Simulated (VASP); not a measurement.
A 63-atom supercell of BN (zinc blende) holds N vacancy in charge state +1. It is relaxed twice, with the total moment held at 0 and at 2 μB. Calculation: PBE GGA, VASP's PBE PAW potentials (set 64) (plane waves; VASP). Run with PREC = Normal, LREAL = Auto, ISYM = 0, NELECT = 250.0, EDIFF = 1E-5, 400 eV cut-off, 1×1×1 Γ-centred mesh, Gaussian smearing of 0.050 eV, potentials B N.

The cell is charged, with a uniform compensating background. The supercell is sampled at Γ alone, which is coarse: total energies, pressure and levels can be off, energies of defects by several tenths of an eV.

Problem. Which spin state lies lower, and by how much?

Solution. The state with 0 μB lies lower, by 3.65 eV.

The cell is a supercell with a defect, built from BN (zinc blende).
